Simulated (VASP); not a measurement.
Calculation: PBE GGA with D4 dispersion, VASP's PBE PAW potentials (set 64) (plane waves; VASP 6.6.1).

Input for VASP

**POSCAR**
```
AlN
1.0
  1.5682889286  -2.7163560995   0.0000000000
  1.5682889286   2.7163560995   0.0000000000
  0.0000000000   0.0000000000   5.0225390592
Al N
2 2
Direct
  0.6666670000   0.3333330000   0.5000463799
  0.3333330000   0.6666670000   0.0000463799
  0.6666670000   0.3333330000   0.8819536201
  0.3333330000   0.6666670000   0.3819536201
```

File KPOINTS:
```
Automatic mesh
0
Gamma
8 8 5
0 0 0
```

INCAR:
```
ALGO=Normal
EDIFF=1E-7
EDIFFG=-0.01
ENCUT=520
GGA=PE
IBRION=2
ISIF=4
ISMEAR=0
IVDW=13
LASPH=.True.
LCHARG=.False.
LREAL=.False.
LWAVE=.False.
NELM=100
NSW=30
PREC=Accurate
SIGMA=0.05
SYSTEM=AlN
```

POTCAR, in this order: Al N (PBE.64 set). Program: vasp_std.

What VASP printed:

**OUTCAR**
```
 ion  position               nearest neighbor table
   1  0.667  0.333  0.500-   4 1.91   4 1.91   4 1.91   3 1.92   2 3.10   2 3.10   2 3.10   2 3.10
                             2 3.10   2 3.10
   2  0.333  0.667  0.000-   3 1.91   3 1.91   3 1.91   4 1.92   1 3.10   1 3.10   1 3.10   1 3.10
                             1 3.10   1 3.10
   3  0.667  0.333  0.882-   2 1.91   2 1.91   2 1.91   1 1.92
   4  0.333  0.667  0.382-   1 1.91   1 1.91   1 1.91   2 1.92
  LATTYP: Found a hexagonal cell.
 ALAT       =     3.1365778522
 C/A-ratio  =     1.6012798967
 Subroutine PRICEL returns:
 Original cell was already a primitive cell.
 Subroutine GETGRP returns: Found 12 space group operations
The static configuration has the point symmetry C_3v.
 The point group associated with its full space group is C_6v.
The dynamic configuration has the point symmetry C_3v.
 Subroutine INISYM returns: Found 12 space group operations
 Subroutine IBZKPT returns following result:
 Found     30 irreducible k-points:

 Following reciprocal coordinates:
            Coordinates               Weight
  0.000000  0.000000  0.000000      1.000000
  0.125000  0.000000  0.000000      6.000000
  0.250000  0.000000  0.000000      6.000000
  0.375000  0.000000  0.000000      6.000000
  0.500000  0.000000  0.000000      3.000000
  0.125000  0.125000  0.000000      6.000000
  0.250000  0.125000  0.000000     12.000000
  0.375000  0.125000  0.000000     12.000000
  0.250000  0.250000  0.000000      6.000000
  0.375000  0.250000  0.000000      6.000000
  0.000000  0.000000  0.200000      2.000000
  0.125000  0.000000  0.200000     12.000000
  0.250000  0.000000  0.200000     12.000000
  0.375000  0.000000  0.200000     12.000000
  0.500000  0.000000  0.200000      6.000000
  0.125000  0.125000  0.200000     12.000000
  0.250000  0.125000  0.200000     24.000000
  0.375000  0.125000  0.200000     24.000000
...
```

File OSZICAR:
```
       N       E                     dE             d eps       ncg     rms          rms(c)
DAV:   1     0.520082026925E+02    0.52008E+02   -0.75465E+03   720   0.119E+03
DAV:   2    -0.304292277842E+02   -0.82437E+02   -0.75551E+02  1100   0.221E+02
DAV:   3    -0.344002308504E+02   -0.39710E+01   -0.39487E+01   932   0.520E+01
DAV:   4    -0.344368057913E+02   -0.36575E-01   -0.36568E-01   804   0.573E+00
DAV:   5    -0.344373483085E+02   -0.54252E-03   -0.54250E-03   912   0.721E-01    0.120E+01
DAV:   6    -0.297713132529E+02    0.46660E+01   -0.17030E+01   868   0.314E+01    0.420E+00
DAV:   7    -0.297905666993E+02   -0.19253E-01   -0.63201E-01   780   0.628E+00    0.286E+00
DAV:   8    -0.297838542918E+02    0.67124E-02   -0.79346E-02   804   0.297E+00    0.492E-01
DAV:   9    -0.297789693484E+02    0.48849E-02   -0.20833E-02   908   0.107E+00    0.243E-01
DAV:  10    -0.297795428912E+02   -0.57354E-03   -0.23758E-03   832   0.373E-01    0.132E-01
DAV:  11    -0.297794714980E+02    0.71393E-04   -0.21169E-04   840   0.117E-01    0.336E-02
DAV:  12    -0.297794734057E+02   -0.19077E-05   -0.86777E-06   792   0.302E-02    0.946E-03
DAV:  13    -0.297794731004E+02    0.30530E-06   -0.61849E-06   872   0.184E-02    0.552E-03
DAV:  14    -0.297794730803E+02    0.20082E-07   -0.44883E-07   812   0.606E-03
   1 F= -.30976728E+02 E0= -.30976728E+02  d E =-.309767E+02
       N       E                     dE             d eps       ncg     rms          rms(c)
DAV:   1    -0.297795916023E+02   -0.11850E-03   -0.62349E-03   720   0.757E-01    0.407E-02
DAV:   2    -0.297795573368E+02    0.34265E-04   -0.50787E-05   912   0.684E-02    0.230E-02
DAV:   3    -0.297795391880E+02    0.18149E-04   -0.26313E-05   884   0.450E-02    0.145E-03
DAV:   4    -0.297795393672E+02   -0.17919E-06   -0.17891E-06   812   0.124E-02    0.123E-03
DAV:   5    -0.297795393807E+02   -0.13473E-07   -0.26240E-08   432   0.163E-03
   2 F= -.30976804E+02 E0= -.30976804E+02  d E =-.759241E-04
       N       E                     dE             d eps       ncg     rms          rms(c)
DAV:   1    -0.297795567915E+02   -0.17424E-04   -0.18042E-03   720   0.407E-01    0.219E-02
DAV:   2    -0.297795468776E+02    0.99139E-05   -0.14707E-05   912   0.368E-02    0.124E-02
DAV:   3    -0.297795416272E+02    0.52504E-05   -0.76570E-06   884   0.243E-02    0.788E-04
DAV:   4    -0.297795416810E+02   -0.53800E-07   -0.52428E-07   796   0.674E-03
   3 F= -.30976813E+02 E0= -.30976813E+02  d E =-.855937E-04
       N       E                     dE             d eps       ncg     rms          rms(c)
DAV:   1    -0.297795430502E+02   -0.14230E-05   -0.50430E-03   720   0.651E-01    0.129E-02
DAV:   2    -0.297795471944E+02   -0.41442E-05   -0.79142E-05   844   0.772E-02    0.824E-03
DAV:   3    -0.297795449745E+02    0.22199E-05   -0.24901E-06   816   0.184E-02    0.323E-03
DAV:   4    -0.297795448291E+02    0.14540E-06   -0.21711E-06   840   0.128E-02    0.138E-03
DAV:   5    -0.297795448347E+02   -0.56048E-08   -0.15909E-07   508   0.382E-03
   4 F= -.30976818E+02 E0= -.30976818E+02  d E =-.477948E-05
```

File OUTCAR:
```
------------------------ aborting loop because EDIFF is reached ----------------------------------------
  Edisp (eV):   -1.19727
  FORCE on cell =-STRESS in cart. coord.  units (eV):
  Direction    XX          YY          ZZ          XY          YZ          ZX
  --------------------------------------------------------------------------------------
  Total      -1.52233    -1.52233    -1.50066     0.00000     0.00000     0.00000
  in kB     -56.99727   -56.99727   -56.18583     0.00000     0.00000     0.00000
  external pressure =      -56.73 kB  Pullay stress =        0.00 kB
  volume of cell :       42.79
      direct lattice vectors                 reciprocal lattice vectors
     1.567296924 -2.714637898  0.000000000     0.319020597 -0.184186628  0.000000000
     1.567296924  2.714637898  0.000000000     0.319020597  0.184186628  0.000000000
     0.000000000  0.000000000  5.028898998     0.000000000  0.000000000  0.198850683
  FREE ENERGIE OF THE ION-ELECTRON SYSTEM (eV)
  ---------------------------------------------------
  free  energy   TOTEN  =       -30.9768179886 eV

  energy  without entropy=      -30.9768179886  energy(sigma->0) =      -30.97681799

 reached required accuracy - stopping structural energy minimisation
```
(Selected blocks of OUTCAR.)

File CONTCAR:
```
AlN
   1.00000000000000
     1.5672969243484691   -2.7146378983518376    0.0000000000000000
     1.5672969243484691    2.7146378983518376    0.0000000000000000
     0.0000000000000000    0.0000000000000000    5.0288989976461540
  Al              N
     2     2
Direct
     0.6666669999999968    0.3333330000000032    0.5003886995175580
     0.3333330000000032    0.6666669999999968    0.0003886995175580
     0.6666669999999968    0.3333330000000032    0.8816113004824399
     0.3333330000000032    0.6666669999999968    0.3816113004824400
```

The compound is AlN in the wurtzite structure. This cell is one point of a volume scan, at 1.03 of the reference volume. Symmetry was kept, so distortions that lower it aren't found.
